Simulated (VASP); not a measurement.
Level of theory: rev-vdW-DF2, VASP's PBE PAW potentials (set 64) (plane waves; VASP 6.6.1).

VASP input:

File KPOINTS:
```
k-points along high-symmetry lines
15
Line-mode
Reciprocal
  0.000000   0.000000   0.000000 ! GAMMA
 -0.500000  -0.500000   0.000000 ! X

 -0.500000  -0.500000   0.000000 ! X
 -0.375000  -0.375000   0.250000 ! U

 -0.375000  -0.000000   0.375000 ! K
  0.000000   0.000000   0.000000 ! GAMMA

  0.000000   0.000000   0.000000 ! GAMMA
 -0.000000  -0.000000   0.500000 ! L

 -0.000000  -0.000000   0.500000 ! L
 -0.500000  -0.250000   0.250000 ! W

 -0.500000  -0.250000   0.250000 ! W
 -0.500000  -0.500000   0.000000 ! X
```

INCAR:
```
SYSTEM = CdSe
PREC = Accurate; ENCUT = 520; LREAL = .FALSE.
LASPH = .TRUE.; ICHARG = 11
EDIFF = 1E-7; NELM = 100; ALGO = Normal
LMAXMIX = 4
ISMEAR = 0; SIGMA = 0.05
GGA = MK; LUSE_VDW = .TRUE.; AGGAC = 0.0
PARAM1 = 0.1234568; PARAM2 = 0.7114; ZAB_VDW = -1.8867
LWAVE = .FALSE.; LCHARG = .FALSE.; LORBIT = 11
```

File POSCAR:
```
CdSe
1
    0.0000000000     3.0787103551     3.0787103551
    3.0787103551     0.0000000000     3.0787103551
    3.0787103551     3.0787103551     0.0000000000
Cd Se
1 1
Direct
  0.0000000000   0.0000000000   0.0000000000
  0.2500000000   0.2500000000   0.2500000000
```

POTCAR, in this order: Cd Se (PBE.64 set). Program: vasp_std. Read from the step before: CHGCAR.

Output

### OUTCAR
```
 ion  position               nearest neighbor table
   1  0.000  0.000  0.000-   2 2.67   2 2.67   2 2.67   2 2.67
   2  0.250  0.250  0.250-   1 2.67   1 2.67   1 2.67   1 2.67
  LATTYP: Found a face centered cubic cell.
 ALAT       =     6.1574207102
 Subroutine PRICEL returns:
 Original cell was already a primitive cell.
 Subroutine GETGRP returns: Found 24 space group operations
The static configuration has the point symmetry T_d .
The dynamic configuration has the point symmetry T_d .
 Subroutine INISYM returns: Found 24 space group operations
   k-points           NKPTS =     90   k-points in BZ     NKDIM =     90   number of bands    NBANDS=     13
   number of dos      NEDOS =    301   number of ions     NIONS =      2
   total plane-waves  NPLWV =  32768
   dimension x,y,z NGX =    32 NGY =   32 NGZ =   32
   dimension x,y,z NGXF=    64 NGYF=   64 NGZF=   64
   ions per type =               1   1
   PREC   = accura    normal or accurate (medium, high low for compatibility)
   ISTART =      0    job   : 0-new  1-cont  2-samecut
   ICHARG =     11    charge: 1-file 2-atom 10-const
   ISPIN  =      1    spin polarized calculation?
   LNONCOLLINEAR =      F non collinear calculations
   LSORBIT =      F    spin-orbit coupling
   INIWAV =      1    electr: 0-lowe 1-rand  2-diag
   ENCUT  =  520.0 eV  38.22 Ry    6.18 a.u.   8.10  8.10  8.10*2*pi/ulx,y,z
...
```

### OSZICAR
```
       N       E                     dE             d eps       ncg     rms          rms(c)
DAV:   1     0.110227000138E+03    0.11023E+03   -0.89781E+03  2388   0.123E+03
DAV:   2     0.400217906707E+01   -0.10622E+03   -0.10193E+03  2780   0.290E+02
DAV:   3    -0.304395716624E+00   -0.43066E+01   -0.42536E+01  2685   0.596E+01
DAV:   4    -0.325991149191E+00   -0.21595E-01   -0.21593E-01  2685   0.425E+00
DAV:   5    -0.326130219497E+00   -0.13907E-03   -0.13907E-03  2645   0.306E-01
DAV:   6    -0.326131809589E+00   -0.15901E-05   -0.15900E-05  2720   0.301E-02
DAV:   7    -0.326131834262E+00   -0.24673E-07   -0.24726E-07  2710   0.328E-03
   1 F= -.32613183E+00 E0= -.32613183E+00  d E =-.227234E-08
```

### OUTCAR
```
 val. band max:        0.5494212545   @ k =   0.0000   0.0000   0.0000

 cond. band min:       0.9263887807   @ k =   0.0000   0.0000   0.0000



 k-point     1 :       0.0000    0.0000    0.0000
  band No.  band energies     occupation
      1     -11.8793      2.00000
      2      -7.2924      2.00000
      3      -7.2924      2.00000
      4      -7.2924      2.00000
      5      -6.9604      2.00000
      6      -6.9604      2.00000
      7       0.5494      2.00000
      8       0.5494      2.00000
      9       0.5494      2.00000
     10       0.9264      0.00000
     11       6.4250      0.00000
     12       6.4250      0.00000
     13       6.4250      0.00000

 k-point     2 :      -0.0357   -0.0357    0.0000
  band No.  band energies     occupation
      1     -11.8737      2.00000
      2      -7.2899      2.00000
      3      -7.2899      2.00000
      4      -7.2893      2.00000
      5      -6.9613      2.00000
      6      -6.9598      2.00000
      7       0.2651      2.00000
      8       0.5208      2.00000
      9       0.5208      2.00000
     10       1.2218      0.00000
     11       6.3486      0.00000
     12       6.4660      0.00000
     13       6.4660      0.00000

 k-point     3 :      -0.0714   -0.0714    0.0000
  band No.  band energies     occupation
      1     -11.8570      2.00000
      2      -7.2823      2.00000
      3      -7.2823      2.00000
      4      -7.2796      2.00000
      5      -6.9641      2.00000
      6      -6.9578      2.00000
      7      -0.1371      2.00000
      8       0.4382      2.00000
      9       0.4382      2.00000
     10       1.6554      0.00000
     11       6.1455      0.00000
     12       6.5862      0.00000
     13       6.5862      0.00000

 k-point     4 :      -0.1071   -0.1071    0.0000
  band No.  band energies     occupation
      1     -11.8301      2.00000
      2      -7.2699      2.00000
      3      -7.2699      2.00000
      4      -7.2633      2.00000
...
```

The density is held fixed in this step, so its total energy and stress have no physical meaning.

The compound is CdSe in the zinc blende structure, whereas wurtzite is the usual form. It was relaxed first, which changed the volume by +5 %.
